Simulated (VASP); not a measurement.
# Mo(100), as cut: electronic structure

Aim: model Mo(100) by a slab and find how far its highest filled level lies below the vacuum.

Main program and level: VASP 6.6.1; LDA; plane waves and PAW (Mo).

This is a report of a sequence of runs, with most program output left out.

## (1) The structure

The cell holds 7 atoms: 7 Mo. Cell: a = 3.150 Å, b = 3.150 Å, c = 27.450 Å, α = 90.0°, β = 90.0°, γ = 90.0°. Vacuum lies along c.

Structure file:

```cif
data_structure
_symmetry_space_group_name_H-M 'P 1'
_symmetry_Int_Tables_number 1
_cell_length_a 3.1500
_cell_length_b 3.1500
_cell_length_c 27.4500
_cell_angle_alpha 90.000
_cell_angle_beta 90.000
_cell_angle_gamma 90.000
_cell_volume 272.37
loop_
_atom_site_label
_atom_site_type_symbol
_atom_site_fract_x
_atom_site_fract_y
_atom_site_fract_z
_atom_site_occupancy
Mo1 Mo 0.00000 0.00000 0.32787 1
Mo2 Mo 0.50000 0.50000 0.38525 1
Mo3 Mo 0.00000 0.00000 0.44262 1
Mo4 Mo 0.50000 0.50000 0.50000 1
Mo5 Mo 0.00000 0.00000 0.55738 1
Mo6 Mo 0.50000 0.50000 0.61475 1
Mo7 Mo 0.00000 0.00000 0.67213 1
```

## (2) Potential and states of the slab

A static run writes the electrostatic potential without exchange and correlation (LVHAR), which is flat in the vacuum and gives the level to count from. The dipole correction cancels the field that unlike faces would set up across the vacuum.

Contents of INCAR:

```
SYSTEM = Mo
PREC = Normal
ENCUT = 300
EDIFF = 1E-06
NELM = 120
ISMEAR = -1
SIGMA = 0.1
LREAL = .FALSE.
ALGO = Fast
GGA = CA
NBANDS = 39
LORBIT = 11
LWAVE = .FALSE.
LCHARG = .TRUE.
IDIPOL = 3
LDIPOL = .TRUE.
DIPOL = 0.5 0.5 0.5
LVHAR = .TRUE.
LVACPOTAV = .TRUE.
LELF = .TRUE.
NEDOS = 1500
```

Contents of POSCAR:

```
Mo
1.0
    3.1500000000      0.0000000000      0.0000000000
    0.0000000000      3.1500000000      0.0000000000
    0.0000000000      0.0000000000     27.4500000000
Mo
7
Direct
    0.0000000000      0.0000000000      0.3278688525
    0.5000000000      0.5000000000      0.3852459016
    0.0000000000      0.0000000000      0.4426229508
    0.5000000000      0.5000000000      0.5000000000
    0.0000000000      0.0000000000      0.5573770492
    0.5000000000      0.5000000000      0.6147540984
    0.0000000000      0.0000000000      0.6721311475
```

Contents of KPOINTS:

```
Automatic mesh
0
Gamma
13 13 1
0 0 0
```

Contents of KPOINTS_OPT:

```
Line mode
14
Line-mode
Reciprocal
  0.50000000   0.50000000   0.00000000 M
  0.00000000   0.00000000   0.00000000 GAMMA

  0.00000000   0.00000000   0.00000000 GAMMA
  0.00000000   0.50000000   0.00000000 X

  0.00000000   0.50000000   0.00000000 X
  0.50000000   0.50000000   0.00000000 M
```

The projector-augmented-wave data sets are Mo (LDA family, release 64).

Command:

```sh
$ mpirun -np 2 vasp_std
```

Run time: 1.9 min. Hardware: 2 MPI ranks of AMD EPYC 7R43, shared host; peak memory 0.36 GiB; 3.8 min of CPU time.

The data set Mo keeps the semicore shell frozen, which is cheaper and a little less accurate.

Numbers from this step:

```
electronic cycles                               : 29
electrons                                       : 42
free energy (TOTEN)                             : -80.2882 eV
energy at zero smearing                         : -80.1673 eV
Fermi energy                                    : 0.1936 eV
labelled metallic, from the levels on this mesh : yes
DOS at the Fermi level                          : 7.506 states/eV/cell
dipole moment                                   : 0, 0, 0 e·Å
vacuum levels                                   : 4.484, 4.484 eV
work functions of the upper and lower face      : 4.290, 4.290 eV
```

The electronic bands at the labelled points (eV, zero at the Fermi level; # counts the bands kept):

```
          point    #18    #19    #20    #21    #22    #23    #24   #25
              M   0.17   0.17   1.49   1.49   1.83   1.84   2.15  2.17
0.54 of the way  -1.70  -1.14  -0.35  -0.34  -0.14  -0.02   0.77  0.98
              Γ  -0.76  -0.76  -0.58  -0.12  -0.12  -0.09  -0.09  0.29
0.54 of the way  -0.94  -0.81  -0.75  -0.56   0.45   0.46   0.59  0.60
              X  -0.70  -0.43  -0.20  -0.17   0.17   0.54   0.61  1.05
0.54 of the way  -1.17  -0.79  -0.21  -0.11   0.70   0.87   1.27  1.28
              M   0.17   0.17   1.49   1.49   1.83   1.84   2.15  2.17
```

The density of states has structure finer than the step of the table below, so its rows give means over 1 eV, whole bins alone (the curve runs from -7.78 to 8.00 eV). Peaks (eV: height): total -3.0: 11.4, -0.5: 8.77, 1.4: 13.2; Mo s -4.4: 1.55, -1.6: 0.369; Mo p -2.9: 0.709, -1.6: 1.18, 3.2: 0.481, 5.4: 0.264; Mo d -2.9: 9.29, -0.5: 6.74, 1.5: 11.1, 2.3: 10.9.

The density of states by energy, zero at the Fermi level; means over each step; values in states/eV/cell:

```
energy (eV)   total    Mo s     Mo p    Mo d
         -7  0.0892  0.0665  0.00274  3.0e-4
         -6   0.486   0.327   0.0350  0.0186
         -5    3.38   0.935    0.193    1.78
         -4    7.59    1.14    0.495    4.98
         -3    10.2   0.492    0.642    8.02
         -2    9.19   0.285    0.852    7.14
         -1    7.22   0.200    0.779    5.31
          0    7.22   0.144    0.546    5.39
          1    10.2   0.151    0.512    8.32
          2    11.4   0.126    0.383    10.1
          3    6.91   0.165    0.404    5.76
          4    3.53   0.118    0.298    2.65
          5    1.46  0.0832    0.202   0.766
          6   0.865  0.0471    0.169   0.407
          7   0.236  0.0154   0.0541  0.0917
```

The planar average of the electrostatic potential oscillates, so the rows of the table below give means over windows of 1.6 Å about each position, cut where the curve ends. Its maxima inside the range that stand out by 2 % of the span (Å: eV): 9.8: -5.74, 11.3: -6.29, 12.9: -6.20, 14.5: -6.20, 16.1: -6.29, 17.6: -5.74. Its minima: 9.0: -6.75, 10.6: -7.32, 12.1: -7.43, 13.7: -7.31, 15.3: -7.43, 16.8: -7.32, 18.4: -6.75.

Zero at the Fermi level. The planar average of the electrostatic potential by height; means over each step:

```
height (Å)  planar average of the electrostatic potential (eV)
      0.80                                                4.29
      2.40                                                4.29
      4.00                                                4.29
      5.60                                                4.26
      7.20                                                3.16
      8.80                                               -4.83
     10.40                                               -6.53
     12.00                                               -6.78
     13.60                                               -6.67
     15.20                                               -6.77
     16.80                                               -6.61
     18.40                                               -5.58
     20.00                                                2.37
     21.60                                                4.24
     23.20                                                4.29
     24.80                                                4.29
     26.40                                                4.29
```

Density of states in the PAW spheres, an atom over height of the layer and energy from the Fermi level.

Values in states/eV, 22 rows by 7 columns, each cell a mean:
```
1.17 0.60 0.82 0.50 0.82 0.60 1.17
1.74 0.42 0.61 0.43 0.61 0.42 1.74
2.05 0.59 0.44 0.69 0.44 0.59 2.05
1.47 0.68 0.46 0.73 0.46 0.68 1.47
0.97 0.80 0.78 0.87 0.78 0.80 0.97
1.14 1.05 1.28 1.26 1.28 1.05 1.14
1.17 1.22 1.22 1.18 1.22 1.22 1.17
1.09 1.35 1.08 0.95 1.08 1.35 1.09
1.06 1.63 1.27 1.34 1.27 1.63 1.06
0.97 1.67 1.50 1.42 1.50 1.67 0.97
0.82 1.28 1.17 1.01 1.17 1.28 0.82
0.46 1.08 1.25 1.13 1.25 1.08 0.46
0.33 0.99 1.23 1.14 1.23 0.99 0.33
0.20 0.67 1.01 1.06 1.01 0.67 0.20
0.09 0.32 0.52 0.55 0.52 0.32 0.09
0.04 0.12 0.15 0.13 0.15 0.12 0.04
0.02 0.06 0.08 0.08 0.08 0.06 0.02
0.01 0.03 0.06 0.07 0.06 0.03 0.01
0.01 0.02 0.04 0.05 0.04 0.02 0.01
0.00 0.00 0.01 0.01 0.01 0.00 0.00
0.00 0.00 0.00 0.00 0.00 0.00 0.00
0.00 0.00 0.00 0.00 0.00 0.00 0.00
```
Columns: height of the layer (Å) from 9 to 18.4; rows upwards: energy from the Fermi level (eV) from -7.9 to 0.5.

Force by atom:

```
atom  x (eV/Å)  y (eV/Å)  z (eV/Å)  size
 Mo1      0.00      0.00      2.21  2.21
 Mo2      0.00      0.00     -1.25  1.25
 Mo3      0.00      0.00     -0.19  0.19
 Mo4      0.00      0.00      0.00  0.00
 Mo5      0.00      0.00      0.19  0.19
 Mo6      0.00      0.00      1.25  1.25
 Mo7      0.00      0.00     -2.21  2.21
```

ELF in the ca plane at fractional y = 0.000, with atoms of Mo within 0.2 Å of it. It is the smooth field of the valence electrons, not physical close to the nuclei.

Values, 5 rows by 16 columns, each cell a mean:
```
0.09 0.05 0.16 0.35 0.08 0.10 0.37 0.11 0.07 0.35 0.17 0.04 0.09 0.05 0.01 0.03
0.20 0.21 0.34 0.45 0.26 0.29 0.47 0.30 0.26 0.45 0.35 0.21 0.20 0.09 0.02 0.09
0.28 0.33 0.42 0.43 0.40 0.42 0.45 0.42 0.40 0.44 0.42 0.33 0.28 0.12 0.02 0.00
0.15 0.14 0.28 0.44 0.18 0.22 0.46 0.23 0.18 0.43 0.29 0.14 0.15 0.07 0.02 0.07
0.07 0.02 0.11 0.31 0.04 0.06 0.32 0.06 0.03 0.30 0.11 0.02 0.07 0.04 0.01 0.05
```
Columns run along c (16.0 Å, from fractional 0.27 to 0.85 of the cell), rows up along a (3.1 Å). Atoms in or near the plane, at fractional coordinates: Mo at (0.33, 0.00), Mo at (0.44, 0.00), Mo at (0.56, 0.00), Mo at (0.67, 0.00).

Valence density in the ca plane at fractional y = 0.000, with atoms of Mo within 0.2 Å of it. It is the smooth field of the valence electrons, not physical close to the nuclei.

Values in units of 1e-1 e/Å³, 5 rows by 16 columns, each cell a mean:
```
1.4 8.4 5.2 2.7 7.0 6.1 2.6 6.1 7.0 2.7 5.2 8.4 1.4 0.1 0.0 0.0
0.8 3.1 3.1 2.5 3.3 3.2 2.5 3.2 3.3 2.5 3.1 3.1 0.8 0.1 0.0 0.0
0.6 2.0 2.5 2.4 2.5 2.5 2.4 2.5 2.5 2.4 2.5 2.0 0.6 0.1 0.0 0.0
0.9 4.5 3.8 2.6 4.2 4.0 2.6 4.0 4.2 2.6 3.8 4.5 0.9 0.1 0.0 0.0
1.6 9.8 5.4 2.6 8.0 6.7 2.6 6.7 8.0 2.6 5.4 9.8 1.6 0.1 0.0 0.0
```
Columns run along c (16.0 Å, from fractional 0.27 to 0.85 of the cell), rows up along a (3.1 Å). Atoms in or near the plane, at fractional coordinates: Mo at (0.33, 0.00), Mo at (0.44, 0.00), Mo at (0.56, 0.00), Mo at (0.67, 0.00).

Electrostatic potential energy in the ca plane at fractional y = 0.000, with atoms of Mo within 0.2 Å of it. With pseudopotentials it is smooth inside the atoms' cores, unlike the true potential.

Ten even steps from '0' (-28 eV) to '9' (4 eV), each cell a mean:
```
87410025886300036885200147884100247999999999
98632347898532357987422368986422468999999999
99876678998866688998766788998766789999999999
99988899889988899889988898899988999999999999
99888889988887889998887888899888899999999999
98754468998654568998644578987544578999999999
87421136887410147886310257985211258999999999
86310015886200026885100037874100147899999999
```
Columns run along c (16.0 Å, from fractional 0.27 to 0.85 of the cell; values clipped at the 3rd and 97th percentile), rows up along a (3.1 Å). Atoms in or near the plane, at fractional coordinates: Mo at (0.33, 0.00), Mo at (0.44, 0.00), Mo at (0.56, 0.00), Mo at (0.67, 0.00).

Only the dipole across the slab is computed (IDIPOL = 3); zeros along the plane are no results.

The density of states holds every band computed, so its fall toward the upper end of the range is no gap.

The map of layer states is cut here 0.5 eV above the Fermi level, so it leaves out the states above that.

The vacuum level lies 4.29 eV above the Fermi level at the upper face; both faces agree, as the slab has next to no dipole.

The program found no field-free point at its default tolerance, but its printed level agrees with the flat part of the planar average.

On this mesh the fine structure of the density of states is sampling noise, and high empty states may be cut by the number of bands.

## (3) Putting the energies together

This step: slab, LDA; plane waves and PAW (VASP 6.6.1).

Derived from the runs above.

## (4) Slab, bad settings

This step: LDA; plane waves and PAW (Mo) (VASP 6.6.1).

As a lesson, the run is repeated with a fault in its input.

Contents of INCAR:

```
SYSTEM = Mo
PREC = Normal
ENCUT = 300
EDIFF = 1E-06
NELM = 55
ISMEAR = -1
SIGMA = 0.1
LREAL = .FALSE.
ALGO = Fast
GGA = CA
NBANDS = 28
LORBIT = 11
LWAVE = .FALSE.
LCHARG = .FALSE.
KPAR = 2
IDIPOL = 3
LDIPOL = .TRUE.
DIPOL = 0.5 0.5 0.5
LVHAR = .TRUE.
LVACPOTAV = .TRUE.
IVDW = 14
```

POSCAR is that of step 2.

KPOINTS is that of step 2.

Command:

```sh
$ mpirun -np 2 vasp_std
```

The job ended after 62 s (2 MPI ranks).

The program stopped with the error in its log, at the set-up of the dispersion method that IVDW = 14 asks for.

## (5) Outcome

* work function of the slab: 4.29 eV

What this shows: The work function is 4.29 eV at both faces. No atom was relaxed. The cell in the plane was kept as given and was not relaxed here.

[Lines on the potential files, build, host, timing and source positions are cut from VASP's logs without a mark.]

[Logs are printed without paths, hosts, clocks, repeated set-up lines and the standing remarks that a program may print on its own settings, such as how far it seeks lower states.]

[Hosts, paths, dates, database ids (printed as entryN), source tags and the programs' standing remarks are cut or masked in the printed files.]

[In band tables of VASP the shares of atoms and orbitals are scaled to a sum of 1 inside the atoms' spheres.]

[Runs that stopped without an error message from VASP are left out.]
